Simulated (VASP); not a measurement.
**LiBiS3 in VASP: the effect of dispersion**

Crystal: LiBiS3.

```
CELL_PARAMETERS angstrom
4.56144 0.00000 0.00000
0.00000 4.56144 0.00000
0.00000 0.00000 4.56144
ATOMIC_POSITIONS crystal
Li 0.50000 0.50000 0.50000
Bi 0.00000 0.00000 0.00000
S 0.50000 0.50000 0.00000
S 0.00000 0.50000 0.50000
S 0.50000 0.00000 0.50000
```

The cell was built by a generator and needn't be a form met in nature.

Alike in all runs:

* Program: VASP 6.6.1
* Task: relaxation of cell and atoms
* Functional: BLYP
* Potentials or basis: VASP PAW PBE potentials, release 64 (Li_sv, Bi_d, S)
* Cutoff: 600 eV
* k mesh: 5 × 5 × 5
* Occupations: fermi-dirac, width 0.05 eV
* Spin: no spin polarisation

Each run relaxes the cell or the atoms first.

One run gave: relaxed volume 18.98 Å³/atom. Which dispersion did it use?
A. D3
B. D4
C. D3(BJ)
D. none

B.

```csv
dispersion,relaxed volume (Å³/atom)
none,20.62
D3,20.14
D3(BJ),18.44
D4,18.98
```

Caveats: the cutoff is under 1.25 times the usual one of these potentials, so pressure, stress and relaxed cells hold a basis-set (Pulay) error; the PAW data sets were made with another functional, which shifts forces and pressure a little; pairwise dispersion overbinds metals, which lowers pressure and volume (some runs); the relaxation stopped at its first step, so nothing moved (some runs).
